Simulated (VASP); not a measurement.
BaZrO3:

```
Ba Zr O
1.0
     4.18150    0.00000    0.00000
     0.00000    4.18150    0.00000
     0.00000    0.00000    4.18150
Ba Zr O
1 1 3
Direct
  0.50000 0.50000 0.50000
  0.00000 0.00000 0.00000
  0.50000 0.00000 0.00000
  0.00000 0.50000 0.00000
  0.00000 0.00000 0.50000
```

* Program: VASP 6.6.1
* Task: relaxation of cell and atoms
* Functional: PBE
* Potentials or basis: VASP PAW PBE potentials, release 64 (Ba_sv, Zr_sv, O)
* Cutoff: 600 eV
* k mesh: 6 × 6 × 6
* Occupations: gaussian, width 0.02 eV
* Spin: no spin polarisation

At the start: pressure 6.2 GPa; volume 14.62 Å³/atom.

Task: How do energy, volume and symmetry change on relaxing?

Result: Over 16 steps the energy falls by 10.5 meV/atom and the volume is 15.19 Å³/atom (+3.9 %); space group Pm-3m (No. 221, to 0.05 Å).

Step by step:
```
step  energy change (eV)  largest force (eV/Å)  pressure (GPa)  volume (Å³)
   1              0.0000                0.0000            6.17        73.11
   2              0.0085                0.0000           -5.74        79.23
   3             -0.0527                0.0000           -0.06        75.97
   4             -0.0527                0.0000            0.07        75.91
   5             -0.0527                0.0000            0.07        75.91
   6             -0.0527                0.0000            0.08        75.92
   7             -0.0527                0.0000            0.07        75.92
   8             -0.0527                0.0000            0.07        75.92
   9             -0.0527                0.0000            0.06        75.92
  10             -0.0527                0.0000            0.07        75.92
  11             -0.0527                0.0000            0.07        75.92
  12             -0.0527                0.0000            0.07        75.92
  13             -0.0527                0.0000            0.07        75.92
  14             -0.0527                0.0000            0.07        75.92
  15             -0.0527                0.0000            0.07        75.93
  16             -0.0527                0.0000            0.04        75.94
```

Final structure:
```xyz
5
Lattice="4.2346 0.0000 0.0000 0.0000 4.2346 0.0000 0.0000 0.0000 4.2346" Properties=species:S:1:pos:R:3 pbc="T T T"
Ba    2.1173    2.1173    2.1173
Zr    0.0000    0.0000    0.0000
O     2.1173    0.0000    0.0000
O     0.0000    2.1173    0.0000
O     4.2346    4.2346    2.1173
```
